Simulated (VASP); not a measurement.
The input files of a VASP run:

### INCAR
```
LASPH=.True.
EDIFF=1E-7   ! SCF stop (eV)
ZAB_VDW=-1.8867
ISIF=4   ! ions and shape, fixed volume
LCHARG=.False.
LUSE_VDW=.True.
NSW=30
LORBIT=10
LWAVE=.False.
ISPIN=2   ! spin-polarised
ALGO=Normal   ! blocked Davidson
SIGMA=0.05   ! width (eV)
IBRION=2   ! conjugate gradients
PREC=Accurate
EDIFFG=-0.01   ! ionic stop
AGGAC=0.0
SYSTEM=MnS
ISMEAR=0   ! Gaussian
NELM=100
LMAXMIX=4
MAGMOM=4.2 -4.2 2*0.0
LREAL=.False.   ! projection in real space or not
ENCUT=520
GGA=ML
```

KPOINTS:
```
Automatic mesh
0
Gamma
7 7 7
0 0 0
```

**POSCAR**
```
MnS
1.0
  5.3656611121   2.6741889804   2.6741889804
  2.6741889804   5.3656611121   2.6741889804
  2.6741889804   2.6741889804   5.3656611121
Mn S
2 2
Cartesian
  0.0000000000   0.0000000000   0.0000000000
  5.3570195365   5.3570195365   5.3570195365
  2.6785097682   2.6785097682   2.6785097682
  8.0355293047   8.0355293047   8.0355293047
```

POTCAR, in this order: Mn_pv S (PBE.64 set). Program: vasp_std.

Question: Translate this vdW-DF2 calculation to Quantum ESPRESSO's pw.x.

Answer: One equivalent input (not run):
```
&CONTROL
  calculation = 'vc-relax'
  pseudo_dir = './pseudo'
  outdir = './out'
  tprnfor = .true.
  tstress = .true.
  nstep = 30
  forc_conv_thr = 0.00039
/
&SYSTEM
  ibrav = 0
  nat = 4
  ntyp = 3
  ecutwfc = 96
  occupations = 'smearing'
  smearing = 'gaussian'
  degauss = 0.003675
  input_dft = 'vdw-df2'
  nspin = 2
  starting_magnetization(1) = 0.42
  starting_magnetization(2) = -0.42
/
&ELECTRONS
  conv_thr = 7.3e-09
  electron_maxstep = 100
/
&IONS
/
&CELL
  cell_dofree = 'shape'
/
ATOMIC_SPECIES
  Mn1 54.938 Mn.upf
  Mn2 54.938 Mn.upf
  S 32.060 S.upf
CELL_PARAMETERS angstrom
     5.3656611    2.6741890    2.6741890
     2.6741890    5.3656611    2.6741890
     2.6741890    2.6741890    5.3656611
ATOMIC_POSITIONS crystal
  Mn1  0.0000000  0.0000000  0.0000000
  Mn2  0.5000000  0.5000000  0.5000000
  S    0.2500000  0.2500000  0.2500000
  S    0.7500000  0.7500000  0.7500000
K_POINTS automatic
  7 7 7 0 0 0
```
What does not carry over: the potentials are each code's own (VASP's PAW set, PseudoDojo norm-conserving files in pw.x), so ENCUT and ecutwfc are chosen apart and not converted; conv_thr bounds pw.x's estimated SCF error, while EDIFF bounds the energy change between steps; starting_magnetization is a fraction of the valence charge and MAGMOM a moment in μB, so they match only roughly; forc_conv_thr acts on force components and is met together with etot_conv_thr.

The compound is MnS in the rock salt, AFM-II order structure. This cell is one point of a volume scan, at 1.06 of the reference volume.
